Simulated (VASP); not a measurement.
Level of theory: PBEsol GGA, VASP's PBE PAW potentials (set 64) (plane waves; VASP).

A VASP calculation is set up with these files.

KPOINTS:
```
Automatic mesh
0
Gamma
10 10 10
0 0 0
```

### INCAR
```
ALGO = Normal
EDIFF = 1E-7
ENCUT = 600
GGA = PS
ISIF = 2
ISMEAR = 0
LASPH = .True.
LCHARG = .False.
LREAL = .False.
LWAVE = .False.
NELM = 100
PREC = Accurate
SIGMA = 0.05
SYSTEM = BP
```

**POSCAR**
```
BP
4.5210960
  0.0000000000   0.4950000242   0.4950000242
  0.5000000244   0.0000000000   0.4950000242
  0.5000000244   0.4950000242   0.0000000000
B P
1 1
Cart
  0.0000000000   0.0000000000   0.0000000000
  0.2500000122   0.2475000121   0.2475000121
```

POTCAR, in this order: B P (PBE.64 set). Program: vasp_std.

The resulting files:

**OSZICAR**
```
       N       E                     dE             d eps       ncg     rms          rms(c)
DAV:   1     0.131566236326E+02    0.13157E+02   -0.45239E+03  1632   0.101E+03
DAV:   2    -0.141462601867E+02   -0.27303E+02   -0.25579E+02  2520   0.120E+02
DAV:   3    -0.144441652865E+02   -0.29791E+00   -0.29791E+00  1880   0.167E+01
DAV:   4    -0.144448621983E+02   -0.69691E-03   -0.69691E-03  2664   0.843E-01
DAV:   5    -0.144448624911E+02   -0.29278E-06   -0.29277E-06  1952   0.133E-02    0.734E+00
DAV:   6    -0.137876522905E+02    0.65721E+00   -0.16384E+00  1800   0.700E+00    0.396E+00
DAV:   7    -0.136785261042E+02    0.10913E+00   -0.30338E-01  2496   0.332E+00    0.123E+00
DAV:   8    -0.136686408005E+02    0.98853E-02   -0.28417E-02  1736   0.115E+00    0.197E-01
DAV:   9    -0.136687556816E+02   -0.11488E-03   -0.47515E-04  2424   0.206E-01    0.109E-01
DAV:  10    -0.136688099481E+02   -0.54266E-04   -0.12028E-04  1744   0.819E-02    0.206E-02
DAV:  11    -0.136688139662E+02   -0.40182E-05   -0.40400E-06  2424   0.185E-02    0.257E-02
DAV:  12    -0.136688142717E+02   -0.30546E-06   -0.14401E-06  1856   0.729E-03    0.511E-03
DAV:  13    -0.136688142827E+02   -0.11043E-07   -0.26416E-08   936   0.156E-03
   1 F= -.13668814E+02 E0= -.13668814E+02  d E =-.374179E-19
```

### OUTCAR
```
------------------------ aborting loop because EDIFF is reached ----------------------------------------
  FORCE on cell =-STRESS in cart. coord.  units (eV):
  Direction    XX          YY          ZZ          XY          YZ          ZX
  --------------------------------------------------------------------------------------
  Total        0.2403599      0.6285168      0.6285168      0.0000000      0.0000000     -0.0000000
  in kB       17.0071277     44.4719111     44.4719111      0.0000000      0.0000000     -0.0000000
  external PRESSURE =      35.3169833 kB  Pullay stress =       0.0000000 kB
  volume of cell :       22.64
      direct lattice vectors                 reciprocal lattice vectors
     0.000000000  2.237942629  2.237942629    -0.221185295  0.223419490  0.223419490
     2.260548110  0.000000000  2.237942629     0.221185295 -0.223419490  0.223419490
     2.260548110  2.237942629  0.000000000     0.221185295  0.223419490 -0.223419490
  FREE ENERGIE OF THE ION-ELECTRON SYSTEM (eV)
  ---------------------------------------------------
  free  energy   TOTEN  =       -13.6688142827 eV

  energy  without entropy=      -13.6688142827  energy(sigma->0) =      -13.66881428
```
(Selected blocks of OUTCAR.)

File OUTCAR:
```
 val. band max:        7.8128126900   @ k =   0.0000   0.0000   0.0000

 cond. band min:       8.8261381152   @ k =   0.4000   0.4000   0.0000


 Fermi energy:         8.1084028974

 k-point     1 :       0.0000    0.0000    0.0000
  band No.  band energies     occupation
      1      -8.0007      2.00000
      2       7.7119      2.00000
      3       7.8128      2.00000
      4       7.8128      2.00000
      5      11.1663      0.00000
      6      11.1663      0.00000
      7      11.2212      0.00000
      8      15.5987      0.00000

 k-point     2 :       0.1000    0.0000    0.0000
  band No.  band energies     occupation
      1      -7.8153      2.00000
      2       6.4408      2.00000
      3       7.4365      2.00000
      4       7.5099      2.00000
      5      11.5919      0.00000
      6      11.5926      0.00000
      7      11.6823      0.00000
      8      16.0830      0.00000

 k-point     3 :       0.2000    0.0000    0.0000
  band No.  band energies     occupation
      1      -7.2655      2.00000
      2       4.0399      2.00000
      3       6.8500      2.00000
      4       6.9429      2.00000
      5      11.8866      0.00000
      6      12.3414      0.00000
      7      12.3492      0.00000
      8      17.1308      0.00000

 k-point     4 :       0.3000    0.0000    0.0000
  band No.  band energies     occupation
      1      -6.3793      2.00000
      2       1.6148      2.00000
      3       6.3394      2.00000
      4       6.4529      2.00000
      5      11.8249      0.00000
      6      12.6227      0.00000
      7      12.6747      0.00000
      8      17.8426      0.00000

 k-point     5 :       0.4000    0.0000    0.0000
  band No.  band energies     occupation
      1      -5.2646      2.00000
      2      -0.4764      2.00000
      3       6.0163      2.00000
      4       6.1450      2.00000
      5      11.7228      0.00000
      6      12.5060      0.00000
      7      12.5872      0.00000
...
```

The compound is BP in the zinc blende structure. This cell was strained or had an atom moved on purpose.
